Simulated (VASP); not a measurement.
Input of a VASP 6.6.1 run:

Contents of INCAR:

```
SYSTEM = Mo
PREC = Accurate
ENCUT = 600
EDIFF = 1E-7
ISMEAR = 0
SIGMA = 0.1
LREAL = .FALSE.
LASPH = .TRUE.
NELM = 80
ALGO = Normal
ISIF = 3
LWAVE = .FALSE.
LCHARG = .FALSE.
GGA = PE
IBRION = 2
NSW = 80
EDIFFG = -0.004
```

The input KPOINTS:

```
regular mesh
0
G
  18 18 18
  0 0 0
```

The input POSCAR:

```
Mo
1.0
   -1.5734150000      1.5734150000      1.5734150000
    1.5734150000     -1.5734150000      1.5734150000
    1.5734150000      1.5734150000     -1.5734150000
Mo
1
Direct
    0.0000000000      0.0000000000      0.0000000000
```

Potentials or basis: VASP PAW PBE potentials, release 64 (Mo_sv).

Command:

```sh
$ cat potpaw_PBE.64/Mo_sv/POTCAR > POTCAR
$ mpirun -np 1 vasp_std > vasp.out
```

Q: Predict the relaxed cell.

A: a = 2.738 Å, b = 2.738 Å, c = 2.738 Å, α = 109.47°, β = 109.47°, γ = 109.47°.

Q: What does it give for the space group after relaxing (to 0.05 Å)?

A: Im-3m (No. 229).

Q: What does it give for the relaxed volume?

A: 15.81 Å³/atom.

Q: What does it give for the band gap on the k mesh?

A: None (metal or under the smearing width).

Final structure:
```xyz
1
Lattice="-1.5810 1.5810 1.5810 1.5810 -1.5810 1.5810 1.5810 1.5810 -1.5810" Properties=species:S:1:pos:R:3 pbc="T T T"
Mo    0.0000    0.0000    0.0000
```

PBE usually gives volumes a little too large and moduli too small. Zero-point motion and thermal expansion aren't in these numbers.
